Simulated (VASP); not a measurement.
Method: PBE GGA, VASP's PBE PAW potentials (set 64) (plane waves; VASP). Each cell was relaxed at this level, without spin-orbit coupling.

Problem. Which of these comes out without a gap?
A. SiC, P6_3mc (186)
B. BaHfO3, Pm-3m (221)
C. NaF, Fm-3m (225)
D. Tl, P6_3/mmc (194)

Solution. D, Tl, P6_3/mmc (194). The others have gaps of 3.54 eV (BaHfO3, Pm-3m (221)), 2.02 eV (SiC, P6_3mc (186)), 6.10 eV (NaF, Fm-3m (225)).
